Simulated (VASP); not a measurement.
Consider the following.

```xyz
2
Lattice="0.0000 2.9429 2.9429 2.9429 0.0000 2.9429 2.9429 2.9429 0.0000" Properties=species:S:1:pos:R:3 pbc="T T T"
Cu     0.0000     0.0000     0.0000
I      1.4715     1.4715     1.4715
```

Computed with PBEsol GGA, VASP's PBE PAW potentials (set 64) (plane waves; VASP). Run with 520 eV cut-off, 8×8×8 Γ-centred mesh, Gaussian smearing of 0.050 eV, potentials Cu I.

Question: Give the stress tensor in GPa (positive for a compressed cell).

Answer: 
```
1.55  0.00  0.00
0.00  1.55  0.00
0.00  0.00  1.55
```
The pressure is its mean diagonal, 1.55 GPa.

The compound is CuI in the zinc blende structure. This cell is one point of a volume scan, at 0.97 of the reference volume.
